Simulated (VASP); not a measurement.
H18SO8, 27 atoms in the cell. The cell holds a amorphous, 27 atoms: a = 6.694 Å, b = 6.694 Å, c = 6.694 Å, α = 90.00°, β = 90.00°, γ = 90.00°. The cell was built by a generator and needn't be a form met in nature.

- Program: VASP 6.6.1
- Task: single point
- Functional: PBE
- Potentials or basis: VASP PAW PBE potentials, release 64 (O, H, S)
- Cutoff: 520 eV
- k mesh: 1 × 1 × 1
- Occupations: fermi-dirac, width 0.05 eV
- Spin: no spin polarisation
- Dipole correction: no
- Further INCAR settings: LREAL = Auto; ALGO = Normal; EDIFF = 1e-07; NBANDS = 55

Potentials or basis: VASP PAW PBE potentials, release 64 (O, H, S).

Run with:

```console
$ cat potpaw_PBE.64/O/POTCAR potpaw_PBE.64/H/POTCAR potpaw_PBE.64/S/POTCAR > POTCAR
$ mpirun -np 1 vasp_gam > vasp.out
```

Hardware: 1 thread of Intel(R) Xeon(R) 6975P-C (Granite Rapids), on a shared host.

Question: Estimate the wall time of this run.

Answer: Run time: 28 s on 1 thread of Intel(R) Xeon(R) 6975P-C (Granite Rapids), with other jobs on the host, peak memory 0.32 GiB. Counts: scf iterations 18, k points 1.
